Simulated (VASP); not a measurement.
The input files of a VASP run:

File POSCAR:
```
TlCl
1.0
  3.4058962889   0.0000000000   0.0000000000
  0.0000000000   3.4058962889   0.0000000000
  0.0000000000   0.0000000000   3.4058962889
Tl Cl
1 1
Cartesian
  0.0000000000   0.0000000000   0.0000000000
  1.7029481445   1.7029481445   1.7029481445
```

### INCAR
```
! general
SYSTEM  = TlCl
PREC    = Accurate
ENCUT   = 500
LREAL   = .FALSE.
LASPH   = .TRUE.

! electronic loop
EDIFF   = 1E-6
NELM    = 100
ALGO    = Normal
LMAXMIX = 4

! smearing
ISMEAR  = 0
SIGMA   = 0.05

! functional
GGA     = PS

! ions
IBRION  = 2
NSW     = 40
ISIF    = 3
EDIFFG  = -0.02
PSTRESS = 200

! output
LWAVE   = .FALSE.
LCHARG  = .FALSE.
```

File KPOINTS:
```
Automatic mesh
0
G
8 8 8
0 0 0
```

POTCAR, in this order: Tl_d Cl (PBE.64 set). Program: vasp_std.

Translate this PBEsol calculation to Quantum ESPRESSO's pw.x.

One equivalent input (not run):
```
&CONTROL
  calculation = 'vc-relax'
  pseudo_dir = './pseudo'
  outdir = './out'
  tprnfor = .true.
  tstress = .true.
  nstep = 40
  forc_conv_thr = 0.00078
/
&SYSTEM
  ibrav = 0
  nat = 2
  ntyp = 2
  ecutwfc = 62
  occupations = 'smearing'
  smearing = 'gaussian'
  degauss = 0.003675
  input_dft = 'pbesol'
/
&ELECTRONS
  conv_thr = 7.3e-08
  electron_maxstep = 100
/
&IONS
/
&CELL
  press = 200
/
ATOMIC_SPECIES
  Tl 204.380 Tl.upf
  Cl 35.450 Cl.upf
CELL_PARAMETERS angstrom
     3.4058963   -0.0000000    0.0000000
     0.0000000    3.4058963   -0.0000000
    -0.0000000    0.0000000    3.4058963
ATOMIC_POSITIONS crystal
  Tl   0.0000000  0.0000000  0.0000000
  Cl   0.5000000  0.5000000  0.5000000
K_POINTS automatic
  8 8 8 0 0 0
```
Limits of the translation: the potentials are each code's own (VASP's PAW set, PseudoDojo norm-conserving files in pw.x), so ENCUT and ecutwfc are chosen apart and not converted; conv_thr bounds pw.x's estimated SCF error, while EDIFF bounds the energy change between steps; forc_conv_thr acts on force components and is met together with etot_conv_thr.

The compound is TlCl in the CsCl type structure. It was relaxed first under an external pressure of 20 GPa.
